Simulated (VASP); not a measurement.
Output of a VASP run:

OSZICAR:
```
       N       E                     dE             d eps       ncg     rms          rms(c)
DAV:   1     0.452144622464E+02    0.45214E+02   -0.89733E+03  1664   0.124E+03
DAV:   2    -0.273444753362E+01   -0.47949E+02   -0.46702E+02  1839   0.242E+02
DAV:   3    -0.445930607584E+01   -0.17249E+01   -0.15954E+01  2246   0.279E+01
DAV:   4    -0.449004673041E+01   -0.30741E-01   -0.30598E-01  1984   0.385E+00
DAV:   5    -0.449101337276E+01   -0.96664E-03   -0.96631E-03  2495   0.503E-01    0.235E+01
DAV:   6    -0.449587440470E+01   -0.48610E-02   -0.20870E-02  1834   0.117E+00    0.141E+01
DAV:   7    -0.450705989755E+01   -0.11185E-01   -0.38659E-02  1759   0.159E+00    0.217E-01
DAV:   8    -0.450681819428E+01    0.24170E-03   -0.21995E-03  1954   0.346E-01    0.645E-02
DAV:   9    -0.450683550175E+01   -0.17307E-04   -0.22837E-04  2085   0.109E-01    0.359E-02
DAV:  10    -0.450683241932E+01    0.30824E-05   -0.30088E-05  1916   0.395E-02    0.361E-02
DAV:  11    -0.450683403620E+01   -0.16169E-05   -0.45100E-06  1939   0.147E-02    0.199E-03
DAV:  12    -0.450683411107E+01   -0.74871E-07   -0.19776E-07   992   0.331E-03
   1 F= -.45068341E+01 E0= -.45065306E+01  d E =-.450683E+01
       N       E                     dE             d eps       ncg     rms          rms(c)
DAV:   1    -0.450735308363E+01   -0.51905E-03   -0.10888E-02  1694   0.816E-01    0.110E-01
DAV:   2    -0.450703438991E+01    0.31869E-03   -0.61588E-04  1764   0.198E-01    0.596E-02
DAV:   3    -0.450690175390E+01    0.13264E-03   -0.26681E-04  1789   0.124E-01    0.190E-02
DAV:   4    -0.450689735674E+01    0.43972E-05   -0.28852E-05  2095   0.426E-02    0.131E-02
DAV:   5    -0.450689873386E+01   -0.13771E-05   -0.25548E-06  1648   0.923E-03    0.185E-03
DAV:   6    -0.450689874154E+01   -0.76795E-08   -0.18782E-07   907   0.294E-03
   2 F= -.45068987E+01 E0= -.45065902E+01  d E =-.646305E-04
       N       E                     dE             d eps       ncg     rms          rms(c)
DAV:   1    -0.450691804713E+01   -0.19313E-04   -0.42428E-04  1684   0.161E-01    0.218E-02
DAV:   2    -0.450690546605E+01    0.12581E-04   -0.23961E-05  1764   0.390E-02    0.118E-02
DAV:   3    -0.450690027200E+01    0.51940E-05   -0.10367E-05  1824   0.244E-02    0.379E-03
DAV:   4    -0.450690018622E+01    0.85785E-07   -0.94895E-07   907   0.848E-03
   3 F= -.45069002E+01 E0= -.45065914E+01  d E =-.660752E-04
       N       E                     dE             d eps       ncg     rms          rms(c)
DAV:   1    -0.450699147000E+01   -0.91198E-04   -0.34996E-03  1684   0.430E-01    0.401E-02
DAV:   2    -0.450694358311E+01    0.47887E-04   -0.56701E-05  1924   0.612E-02    0.253E-02
DAV:   3    -0.450692296376E+01    0.20619E-04   -0.30701E-05  2145   0.418E-02    0.107E-02
DAV:   4    -0.450692319428E+01   -0.23053E-06   -0.37432E-06  1606   0.135E-02
   4 F= -.45069232E+01 E0= -.45066160E+01  d E =-.230081E-04
```

### OUTCAR
```
------------------------ aborting loop because EDIFF is reached ----------------------------------------
  FORCE on cell =-STRESS in cart. coord.  units (eV):
  Direction    XX          YY          ZZ          XY          YZ          ZX
  --------------------------------------------------------------------------------------
  Total       -0.0014469     -0.0014469      0.0181436      0.0000000      0.0000000      0.0000000
  in kB       -0.0374003     -0.0374003      0.4689947      0.0000000      0.0000000      0.0000000
  external PRESSURE =       0.1313980 kB  Pullay stress =       0.0000000 kB
  volume of cell :       61.98
      direct lattice vectors                 reciprocal lattice vectors
     1.783499361 -3.089111305 -0.000000000     0.280347731 -0.161858849 -0.000000000
     1.783499361  3.089111305  0.000000000     0.280347731  0.161858849 -0.000000000
     0.000000000 -0.000000000  5.625093941     0.000000000 -0.000000000  0.177774809
 POSITION                                       TOTAL-FORCE (eV/Angst)
 -----------------------------------------------------------------------------------
      1.78350      1.02971      1.40627        -0.000000     -0.000000      0.000000
      1.78350     -1.02971      4.21882         0.000000      0.000000      0.000000
 -----------------------------------------------------------------------------------
    total drift:                               -0.000003      0.000110     -0.000011
  FREE ENERGIE OF THE ION-ELECTRON SYSTEM (eV)
  ---------------------------------------------------
  free  energy   TOTEN  =        -4.5069231943 eV

  energy  without entropy=       -4.5060015324  energy(sigma->0) =       -4.50661597

 reached required accuracy - stopping structural energy minimisation
```
(Selected blocks of OUTCAR.)

**POSCAR**
```
Gd
1
    1.7866797164    -3.0946198401    -0.0000000000
    1.7866797164     3.0946198401     0.0000000000
    0.0000000000    -0.0000000000     5.6216385518
Gd
2
Direct
  0.3333330000   0.6666670000   0.2500000000
  0.6666670000   0.3333330000   0.7500000000
```

### Question
Reconstruct the remaining input files.

### Answer
This is not unique; one that fits is the input of the run itself, vdW-DF-cx, plane waves, VASP's PBE PAW potentials (set 64).

### KPOINTS
```
Automatic mesh
0
Gamma
11 11 6
0 0 0
```

**INCAR**
```
SYSTEM = Gd
PREC = Accurate
ENCUT = 520
EDIFF = 1E-6
NELM = 100
ALGO = Normal
LREAL = .FALSE.
LASPH = .TRUE.
ISMEAR = 1
SIGMA = 0.1
GGA = CX
LUSE_VDW = .TRUE.
AGGAC = 0.0
LMAXMIX = 6
LWAVE = .FALSE.
LCHARG = .FALSE.
IBRION = 2
ISIF = 3
NSW = 60
EDIFFG = -0.01
```

POTCAR, in this order: Gd_3 (PBE.64 set). Program: vasp_std.

The 4f electrons are frozen in the core of the lanthanide potential, so 4f levels, which can set the real gap, and their magnetism are missing.

The compound is Gd in the hcp structure. This run relaxes it. Symmetry was kept, so distortions that lower it aren't found. The start is the result of an earlier pass.
